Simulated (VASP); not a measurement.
A convergence study with VASP on BaO (space group Fm-3m): one setting is varied, all else stays as given below, so the limit is that of these other settings.

```
BaO
1.0
    0.00000     2.76169     2.76169
    2.76169     0.00000     2.76169
    2.76169     2.76169     0.00000
Ba O
1 1
Cartesian
  0.00000   0.00000   0.00000
  2.76169   2.76169   2.76169
```

The numbers are results of PBE GGA, VASP's PBE PAW potentials (set 64) (plane waves; VASP), not measurements. The tightest run used: 400 eV cut-off, 12×12×12 Γ-centred mesh, Gaussian smearing of 0.010 eV, potentials Ba_sv O.

The settings run are 3×3×3 mesh; 4×4×4 mesh; 5×5×5 mesh; 7×7×7 mesh; 8×8×8 mesh; 10×10×10 mesh; 12×12×12 mesh. From which on does the mean ε∞ stay within 0.1  of the tightest run?

From 5×5×5 mesh on: it is off by 0.06 there and by no more than 0.1 in any finer run, while 4×4×4 mesh is off by 0.21.
```json
[
 {"setting": "3×3×3 mesh", "mean ε∞": "4.90", "highest Γ mode (cm⁻¹)": "57.5", "irreducible k-points": "4", "difference judged ()": "0.60"},
 {"setting": "4×4×4 mesh", "mean ε∞": "4.51", "highest Γ mode (cm⁻¹)": "109.8", "irreducible k-points": "8", "difference judged ()": "0.21"},
 {"setting": "5×5×5 mesh", "mean ε∞": "4.36", "highest Γ mode (cm⁻¹)": "118.5", "irreducible k-points": "10", "difference judged ()": "0.06"},
 {"setting": "7×7×7 mesh", "mean ε∞": "4.30", "highest Γ mode (cm⁻¹)": "120.7", "irreducible k-points": "20", "difference judged ()": "0.01"},
 {"setting": "8×8×8 mesh", "mean ε∞": "4.29", "highest Γ mode (cm⁻¹)": "121.0", "irreducible k-points": "29", "difference judged ()": "0.00"},
 {"setting": "10×10×10 mesh", "mean ε∞": "4.29", "highest Γ mode (cm⁻¹)": "121.0", "irreducible k-points": "47", "difference judged ()": "0.00"},
 {"setting": "12×12×12 mesh", "mean ε∞": "4.29", "highest Γ mode (cm⁻¹)": "120.9", "irreducible k-points": "72", "difference judged ()": "0.00"}
]
```

Left out are rungs that failed or repeat a setting and relaxations that didn't move; long series are thinned to 24 rows.

The structure is a typed BaO crystal (space group no. 225). The cell was not relaxed at this level.
